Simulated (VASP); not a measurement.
## A VASP study of RuS2 (Laurite) (r2SCAN): structure first, properties next

What structure does RuS2 (Laurite) take at this level, and what are its properties? The steps: full relaxation (r2SCAN), density, ELF and potential (r2SCAN), band structure (r2SCAN), density of states (r2SCAN), optical spectrum (r2SCAN) and electric field gradients (r2SCAN). The start is a cell from a database of measured crystal structures.

Calculated with VASP 6.6.1; r2SCAN; plane waves and PAW (Ru_pv, S).

This is a report of a sequence of runs, with most program output left out.

## 1. Starting point

Before any relaxation, the start is as follows. Symmetry: Pa-3, No. 205, cubic system. Conventional cell: a = 5.611 Å, b = 5.611 Å, c = 5.611 Å, α = 90.00°, β = 90.00°, γ = 90.00°. Nearest to Ru lie 6 S at 2.35 Å. Nearest to S lie 1 S at 2.17 Å and 3 Ru at 2.35 Å. Farther neighbours and most contacts between anions are not listed.

## 2. Full relaxation (r2SCAN)

Properties are meant for the cell that this level of theory prefers, so cell and atoms are relaxed first (ISIF = 3) until forces and stress are small; EDIFFG sets the threshold. r2SCAN adds the kinetic-energy density, costs more than a GGA and is run with LASPH.

Contents of INCAR:

```
SYSTEM = RuS2
PREC = Accurate
ENCUT = 400
EDIFF = 1E-06
NELM = 100
ISMEAR = 0
SIGMA = 0.05
LREAL = .FALSE.
ALGO = Normal
METAGGA = R2SCAN
LASPH = .TRUE.
NBANDS = 64
LORBIT = 11
LWAVE = .FALSE.
LCHARG = .FALSE.
KPAR = 8
IBRION = 2
NSW = 60
ISIF = 3
EDIFFG = -0.01
```

Contents of POSCAR:

```
RuS2
1.0
    5.6106000000      0.0000000000      0.0000000000
    0.0000000000      5.6106000000      0.0000000000
    0.0000000000      0.0000000000      5.6106000000
Ru S
4 8
Direct
    0.0000000000      0.0000000000      0.0000000000
    0.5000000000      0.0000000000      0.5000000000
    0.5000000000      0.5000000000      0.0000000000
    0.0000000000      0.5000000000      0.5000000000
    0.3883100000      0.3883100000      0.3883100000
    0.1116900000      0.6116900000      0.8883100000
    0.8883100000      0.1116900000      0.6116900000
    0.6116900000      0.8883100000      0.1116900000
    0.6116900000      0.6116900000      0.6116900000
    0.8883100000      0.3883100000      0.1116900000
    0.1116900000      0.8883100000      0.3883100000
    0.3883100000      0.1116900000      0.8883100000
```

Contents of KPOINTS:

```
Automatic mesh
0
Gamma
4 4 4
0 0 0
```

The projector-augmented-wave data sets are Ru_pv and S (PBE family, release 64).

On the command line:

```
$ mpirun -np 8 vasp_std
```

Wall time 1.7 min (8 MPI ranks of Intel Xeon 6975P-C (Granite Rapids), shared host); peak memory 2.6 GiB; 14 min of CPU time.

The gap is read on the k-mesh alone, so it is an upper bound where the band edges lie off the mesh. The PAW data sets were made with PBE, which is usual practice but a small mismatch for other functionals. The run keeps the 24 symmetry operations of its start, so it cannot find a distortion of lower symmetry.

The steps of the relaxation:

```
step  energy less that of the first step (eV)  largest force (eV/Å)  pressure (GPa)  volume (Å³)
   1                                   0.0000                0.0241            1.73       176.62
   2                                   0.0101                0.0022           -2.45       180.71
   3                                  -0.0089                0.0132           -0.01       178.27
   4                                  -0.0089                0.0136            0.02       178.23
   5                                  -0.0090                0.0032            0.01       178.23
```

```
conventional cell, symmetrised  before  after  change
                         a (Å)   5.611  5.628  +0.3 %
                         b (Å)   5.611  5.628  +0.3 %
                         c (Å)   5.611  5.628  +0.3 %
              volume (Å³/atom)   14.72  14.85  +0.9 %
```

Final coordinates:

```xyz
12
Lattice="5.6276 0.0000 0.0000 0.0000 5.6276 0.0000 0.0000 0.0000 5.6276" Properties=species:S:1:pos:R:3 pbc="T T T"
Ru    0.0000    0.0000    0.0000
Ru    2.8138    0.0000    2.8138
Ru    2.8138    2.8138    0.0000
Ru    0.0000    2.8138    2.8138
S     2.1847    2.1847    2.1847
S     0.6291    3.4430    4.9985
S     4.9985    0.6291    3.4430
S     3.4430    4.9985    0.6291
S     3.4430    3.4430    3.4430
S     4.9985    2.1847    0.6291
S     0.6291    4.9985    2.1847
S     2.1847    0.6291    4.9985
```

This step gave:

| Quantity | Value |
| --- | --- |
| electrons | 104 |
| bands | 64 |
| irreducible k-points | 11 |
| symmetry operations | 24 |
| free energy (TOTEN) | -174.1961 eV |
| Fermi energy | 8.938 eV |
| pressure | 0.009308 GPa |
| metallic | no |
| valence top at k | 0.5, 0, 0 |
| conduction bottom at k | 0, 0, 0 |
| least direct gap at k | 0, 0, 0 |
| SCF cycles over all ionic steps | 42 |
| gap on the k-mesh | 0.9253 eV |
| least direct gap on the k-mesh | 1.170 eV |

It ends with a largest force of 0.003 eV/Å and a pressure of 0.01 GPa. The volume lies +0.9 % from that of the database's start.

## 3. Density, ELF and potential (r2SCAN)

The relaxed cell gets a fresh self-consistent run, on a basis set for its own volume, to fix the density and to check the remaining stress.

Changes to INCAR since step 2:

```diff
@@ -14,7 +14,5 @@
 LWAVE = .FALSE.
-LCHARG = .FALSE.
-KPAR = 8
-IBRION = 2
-NSW = 60
-ISIF = 3
-EDIFFG = -0.01
+LCHARG = .TRUE.
+ISIF = 2
+LELF = .TRUE.
+LVHAR = .TRUE.
```

Contents of POSCAR:

```
RuS2
1.0
    5.6276365976      0.0000000000      0.0000000000
    0.0000000000      5.6276365976      0.0000000000
    0.0000000000      0.0000000000      5.6276365976
Ru S
4 8
Direct
    0.0000000000      0.0000000000      0.0000000000
    0.5000000000      0.0000000000      0.5000000000
    0.5000000000      0.5000000000      0.0000000000
    0.0000000000      0.5000000000      0.5000000000
    0.3882039241      0.3882039241      0.3882039241
    0.1117960759      0.6117960759      0.8882039241
    0.8882039241      0.1117960759      0.6117960759
    0.6117960759      0.8882039241      0.1117960759
    0.6117960759      0.6117960759      0.6117960759
    0.8882039241      0.3882039241      0.1117960759
    0.1117960759      0.8882039241      0.3882039241
    0.3882039241      0.1117960759      0.8882039241
```

KPOINTS is that of step 2.

On the command line:

```
$ mpirun -np 8 vasp_std
```

Wall time 22 s (8 MPI ranks); peak memory 1.2 GiB; 2.8 min of CPU time.

Numbers from this step:

| Property | Result |
| --- | --- |
| SCF cycles | 14 |
| free energy (TOTEN) | -174.1989 eV |
| pressure | 0.02218 GPa |

Valence electrons inside each PAW sphere by angular momentum. Sphere charges, by row:

```
atom  s (e)  p (e)  d (e)  tot (e)
 Ru1  0.326  6.308  6.122    12.76
 Ru2  0.326  6.308  6.122    12.76
 Ru3  0.326  6.308  6.122    12.76
 Ru4  0.326  6.308  6.122    12.76
  S5  1.333   2.32      0    3.653
  S6  1.333   2.32      0    3.653
  S7  1.333   2.32      0    3.653
  S8  1.333   2.32      0    3.653
  S9  1.333   2.32      0    3.653
 S10  1.333   2.32      0    3.653
 S11  1.333   2.32      0    3.653
 S12  1.333   2.32      0    3.653
```

Valence density in the ac plane at fractional y = 0.000, with atoms of Ru within 0.2 Å of it. It is the smooth field of the valence electrons, not physical close to the nuclei.

Ten even steps from '_' (0.1 e/Å³) to '@' (7.9 e/Å³), each cell a mean:
```
@@++..______....____________--##
==::______......____________..--
____________..__________________
________________________________
________________________________
______________..::..______......
____________::**##==..____......
____________==%%@@##::__________
__....______--##%%**..__________
__....______..--==::____________
__....__________________________
________________________________
________________________________
::..______________....________::
**==..____________....______::**
@@##::______________________==%%
```
Columns run along a (5.6 Å), rows up along c (5.6 Å). Atoms in or near the plane, at fractional coordinates: Ru at (0.00, 0.00), Ru at (0.50, 0.50).

ELF in the ac plane at fractional y = 0.000, with atoms of Ru within 0.2 Å of it. It is the smooth field of the valence electrons, not physical close to the nuclei.

Ten even steps from '0' (0.02) to '9' (0.85), each cell a mean:
```
1434998987653352
4535998884212233
3324899983002332
4212689963114787
7300255432247999
7410122244259989
8543234334349989
9877524103337989
9999724214424668
8889834543321126
9999732322321015
8997412368863114
3454101599986222
3222102689997334
2442334788897344
0333688899895231
```
Columns run along a (5.6 Å), rows up along c (5.6 Å). Atoms in or near the plane, at fractional coordinates: Ru at (0.00, 0.00), Ru at (0.50, 0.50).

Electrostatic potential energy in the ac plane at fractional y = 0.000, with atoms of Ru within 0.2 Å of it. With pseudopotentials it is smooth inside the atoms' cores, unlike the true potential.

Ten even steps from '_' (-60 eV) to '@' (3 eV), each cell a mean:
```
__..==%%%%**==**%%%%@@@@@@##--__
::==##@@%%==::==%%@@@@@@@@%%++::
**%%@@@@%%**==**%%@@@@@@@@@@%%##
@@@@@@@@@@%%%%%%@@@@@@@@@@@@%%%%
@@@@@@@@@@@@@@%%%%@@@@@@@@##**##
%%@@@@@@@@@@##====++%%@@%%==::==
%%@@@@@@@@%%--..__::++%%%%++::++
%%%%%%@@@@**::______==%%@@%%**##
##++++##@@##::____..==%%@@@@@@%%
**::::**%%%%++::::--##@@@@@@@@@@
%%++++##@@@@%%##**##@@@@@@@@@@@@
@@%%%%@@@@@@@@@@@@%%@@@@@@@@@@@@
%%%%@@@@@@@@@@@@%%##**%%@@@@@@%%
==++%%@@@@@@@@@@##----##@@@@##++
__::++@@@@@@@@%%##----##%%##==..
____==%%@@%%%%%%%%####%%@@**::__
```
Columns run along a (5.6 Å; values clipped at the 3rd and 97th percentile), rows up along c (5.6 Å). Atoms in or near the plane, at fractional coordinates: Ru at (0.00, 0.00), Ru at (0.50, 0.50).

In this run the pressure is 0.02 GPa, small enough to go on.

## 4. Band structure (r2SCAN)

Levels along the symmetry lines show where the bands peak and cross; KPOINTS_OPT computes them in the converged potential.

Contents of INCAR:

```
SYSTEM = RuS2
PREC = Accurate
ENCUT = 400
EDIFF = 1E-06
NELM = 100
ISMEAR = 0
SIGMA = 0.05
LREAL = .FALSE.
ALGO = Normal
METAGGA = R2SCAN
LASPH = .TRUE.
NBANDS = 80
LORBIT = 11
LWAVE = .FALSE.
LCHARG = .FALSE.
KPAR = 8
```

POSCAR is that of step 3.

KPOINTS is that of step 3.

Contents of KPOINTS_OPT:

```
Line mode
12
Line-mode
Reciprocal
  0.00000000   0.00000000   0.00000000 GAMMA
  0.00000000   0.50000000   0.00000000 X

  0.00000000   0.50000000   0.00000000 X
  0.50000000   0.50000000   0.00000000 M

  0.50000000   0.50000000   0.00000000 M
  0.00000000   0.00000000   0.00000000 GAMMA

  0.00000000   0.00000000   0.00000000 GAMMA
  0.50000000   0.50000000   0.50000000 R

  0.50000000   0.50000000   0.50000000 R
  0.00000000   0.50000000   0.00000000 X

  0.50000000   0.50000000   0.00000000 M
  0.50000000   0.50000000   0.50000000 R
```

On the command line:

```
$ mpirun -np 8 vasp_std
```

It took 2.4 min on 8 MPI ranks; peak memory 3 GiB; 19 min of CPU time.

Spin-orbit coupling is off here; it would split degenerate levels.

This step gave:

```
SCF cycles                        : 13
bands                             : 80
Fermi energy                      : 9.012 eV
pressure                          : 0.009776 GPa
least gap on mesh and path        : 0.9036 eV
least direct gap on mesh and path : 1.170 eV
valence top at k                  : 0, 0.4545, 0
```

The electronic bands at the labelled points (eV, zero at the valence-band top; v1 is the highest filled band, c1 the lowest empty one):

```
          point     v4     v3     v2     v1    c1    c2    c3    c4
              Γ  -0.54  -0.54  -0.54  -0.27  0.90  2.84  2.84  2.84
0.45 of the way  -0.56  -0.48  -0.31  -0.21  1.46  2.49  2.71  2.83
              X  -0.30  -0.30  -0.02  -0.02  2.32  2.32  2.51  2.51
0.55 of the way  -0.24  -0.24  -0.10  -0.10  2.36  2.36  2.59  2.59
              M  -0.11  -0.11  -0.11  -0.11  2.70  2.70  2.70  2.70
0.45 of the way  -0.37  -0.32  -0.22  -0.15  2.00  2.34  2.75  2.77
              Γ  -0.54  -0.54  -0.54  -0.27  0.90  2.84  2.84  2.84
0.45 of the way  -0.37  -0.36  -0.36  -0.13  2.03  2.59  2.61  2.61
              R  -0.71  -0.71  -0.71  -0.71  2.54  2.54  2.54  2.54
0.55 of the way  -0.38  -0.38  -0.10  -0.10  2.40  2.40  2.97  2.97
              X  -0.30  -0.30  -0.02  -0.02  2.32  2.32  2.51  2.51
      jump to M  -0.11  -0.11  -0.11  -0.11  2.70  2.70  2.70  2.70
0.55 of the way  -0.42  -0.42  -0.42  -0.42  2.70  2.70  2.70  2.70
              R  -0.71  -0.71  -0.71  -0.71  2.54  2.54  2.54  2.54
```

Of the projections kept (Ru, S), the largest for each band there; the rest of the weight can lie on other orbitals:

```
point       v4       v3       v2       v1       c1       c2       c3       c4
    Γ  Ru 0.96  Ru 0.96  Ru 0.96  Ru 0.99   S 0.99  Ru 0.82  Ru 0.82  Ru 0.82
    X  Ru 0.81  Ru 0.81  Ru 0.90  Ru 0.90  Ru 0.59  Ru 0.59   S 0.63   S 0.63
    M  Ru 0.74  Ru 0.74  Ru 0.74  Ru 0.74  Ru 0.56  Ru 0.56  Ru 0.56  Ru 0.56
    Γ  Ru 0.96  Ru 0.96  Ru 0.96  Ru 0.99   S 0.99  Ru 0.82  Ru 0.82  Ru 0.82
    R  Ru 0.99  Ru 0.99  Ru 0.99  Ru 0.99  Ru 0.82  Ru 0.82  Ru 0.82  Ru 0.82
    X  Ru 0.81  Ru 0.81  Ru 0.90  Ru 0.90  Ru 0.59  Ru 0.59   S 0.63   S 0.63
```

The path lowers the gap by 0.02 eV against the mesh alone, so a band edge lies off the mesh.

## 5. Density of states (r2SCAN)

A density of states needs more k-points than a total energy; ISMEAR = -5 takes tetrahedra, and LORBIT projects the states on the PAW spheres. The mesh is finer than in the run before.

Changes to INCAR since step 4:

```diff
@@ -5,3 +5,3 @@
 NELM = 100
-ISMEAR = 0
+ISMEAR = -5
 SIGMA = 0.05
@@ -16 +16,2 @@
 KPAR = 8
+NEDOS = 2001
```

POSCAR is that of step 4.

Contents of KPOINTS:

```
Automatic mesh
0
Gamma
5 5 5
0 0 0
```

On the command line:

```
$ mpirun -np 8 vasp_std
```

Elapsed: 42 s, on 8 MPI ranks; peak memory 2.5 GiB; 5.4 min of CPU time.

This step gave:

```yaml
scf_cycles: 14
free_energy_toten: -174.2004 eV
fermi_energy: 8.693 eV
pressure: 0.04298 GPa
valence_top_at_k: 0.4, 0, 0
gap_on_the_k_mesh: 0.9215 eV
```

The density of states has structure finer than the step of the table below, so its rows give means over 1 eV, whole bins alone (the curve runs from -12.0 to 3.36 eV). Peaks (eV: height): total -1.2: 23.5, -0.7: 20.6, -0.1: 20.6, 2.7: 19.9; Ru d -1.2: 15.5, -0.7: 14.4, -0.1: 13.6, 2.7: 8.95; S p -6.9: 6.82, -6.7: 5.12, -4.7: 5.79, -2.6: 5.32; Ru p -3.0: 0.349, -2.6: 0.534, -2.1: 0.443, -0.1: 0.578; S s -6.9: 0.288, -5.9: 0.214, 2.7: 1.10, 3.2: 0.799.

States under -12.0 eV and over 3.4 eV are left out. Density of states against energy, zero at the valence-band top; means over each step; values in states/eV/cell:

```
energy (eV)   total     Ru d     S p    Ru p      S s     Ru s
        -11  0.0121   1.4e-4  2.4e-4  2.6e-4  0.00833   7.6e-5
        -10       0        0       0       0        0        0
         -9       0        0       0       0        0        0
         -8       0        0       0       0        0        0
         -7    6.67    0.743    2.60   0.102    0.104    0.201
         -6    6.54     1.11    2.49  0.0826    0.104    0.254
         -5    8.54     2.04    3.33   0.127    0.105    0.117
         -4    7.11     1.70    2.76   0.158   0.0865    0.154
         -3    7.95     1.47    3.27   0.304   0.0980    0.174
         -2    3.21    0.680    1.31   0.139   0.0333   0.0298
         -1    15.9     10.9    1.48   0.175    0.110   0.0948
          0    8.05     5.38   0.914   0.184   0.0189   0.0279
          1  0.0655  0.00915  0.0251  1.2e-4  0.00102   3.8e-5
          2    2.44     1.08   0.522  0.0118    0.139  0.00646
```

The gap on this mesh is 0.92 eV. In the top eV of the valence band the largest shares in the PAW spheres are Ru d 69 % and S p 10 %; in the lowest eV of the conduction band, S p 33 % and Ru d 24 %. The rest lies in smaller channels or between the spheres.

## 6. Optical spectrum (r2SCAN)

LOPTICS sums transitions from filled to empty bands. NBANDS is raised for it.

Contents of INCAR:

```
SYSTEM = RuS2
PREC = Accurate
ENCUT = 400
EDIFF = 1E-06
NELM = 100
ISMEAR = 0
SIGMA = 0.05
LREAL = .FALSE.
ALGO = Normal
METAGGA = R2SCAN
LASPH = .TRUE.
NBANDS = 148
LORBIT = 11
LWAVE = .FALSE.
LCHARG = .FALSE.
KPAR = 8
LOPTICS = .TRUE.
NEDOS = 1500
CSHIFT = 0.1
```

POSCAR is that of step 5.

KPOINTS is that of step 5.

On the command line:

```
$ mpirun -np 8 vasp_std
```

The job ended after 62 s (8 MPI ranks; peak memory 3.8 GiB; 8.2 min of CPU time).

These are independent-particle spectra without excitons or local fields, and fine structure depends on the mesh and on CSHIFT.

Numbers from this step:

| Property | Result |
| --- | --- |
| bands | 148 |
| Fermi energy | 8.950 eV |
| pressure | 0.04043 GPa |

[end of part 1 of 2]

[Lines on the potential files, build, host, timing and source positions are cut from VASP's logs without a mark.]

[Logs are printed without paths, hosts, clocks, repeated set-up lines and the standing remarks that a program may print on its own settings, such as how far it seeks lower states.]

[Hosts, paths, dates, database ids (printed as entryN), source tags and the programs' standing remarks are cut or masked in the printed files.]

[A measured line is paired with the nearest computed mode of its activity, which favours agreement.]
